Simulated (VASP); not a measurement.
An input for Quantum ESPRESSO's pw.x (written as the equivalent of a VASP run, and not itself run):

```
&CONTROL
  calculation = 'relax'
  pseudo_dir = './pseudo'
  outdir = './out'
  tprnfor = .true.
  tstress = .true.
  nstep = 40
  forc_conv_thr = 0.00039
/
&SYSTEM
  ibrav = 0
  nat = 2
  ntyp = 2
  ecutwfc = 84
  occupations = 'smearing'
  smearing = 'gaussian'
  degauss = 0.003675
  input_dft = 'pbe'
/
&ELECTRONS
  conv_thr = 7.3e-08
  electron_maxstep = 100
/
&IONS
/
ATOMIC_SPECIES
  B 10.810 B.upf
  N 14.007 N.upf
CELL_PARAMETERS angstrom
     0.0000000    1.8075000    1.8075000
     1.8075000    0.0000000    1.8075000
     1.8075000    1.8075000    0.0000000
ATOMIC_POSITIONS crystal
  B   -0.0193638  0.0193638  0.0470263
  N    0.2500000  0.2500000  0.2500000
K_POINTS automatic
  9 9 9 0 0 0
```

Question: Translate this input to VASP (INCAR, KPOINTS, POSCAR, choice of POTCAR).

Answer: This is not unique; one that fits is 
**INCAR**
```
# general
SYSTEM  =  BN
PREC    =  Accurate
ENCUT   =  520
LREAL   =  .FALSE.   # projection in real space or not
LASPH   =  .TRUE.   # aspherical one-centre terms

# electronic loop
EDIFF   =  1E-6
NELM    =  100   # most electronic steps
ALGO    =  Normal   # blocked Davidson

# smearing
ISMEAR  =  0   # Gaussian
SIGMA   =  0.05   # width (eV)

# functional
GGA     =  PE

# ions
IBRION  =  2   # conjugate gradients
NSW     =  40
ISIF    =  2   # forces and stress, cell fixed
EDIFFG  =  -0.01   # ionic stop

# output
LWAVE   =  .FALSE.
LCHARG  =  .FALSE.
```

### POSCAR
```
BN
1.0
  0.0000000000   1.8075000000   1.8075000000
  1.8075000000   0.0000000000   1.8075000000
  1.8075000000   1.8075000000   0.0000000000
B N
1 1
Cart
  0.1200000000   0.0500000000  -0.0000000000
  0.9037500000   0.9037500000   0.9037500000
```

KPOINTS:
```
Regular mesh
0
gamma
  9 9 9
0 0 0
```

POTCAR, in this order: B N (PBE.64 set). Program: vasp_std.

The two are equivalent in intent, not identical: the potentials are each code's own (VASP's PAW set, PseudoDojo norm-conserving files in pw.x), so ENCUT and ecutwfc are chosen apart and not converted; conv_thr bounds pw.x's estimated SCF error, while EDIFF bounds the energy change between steps; forc_conv_thr acts on force components and is met together with etot_conv_thr.

The compound is BN in the zinc blende structure. In the starting cell atoms are displaced from their ideal sites. This run relaxes the ions in a fixed cell.
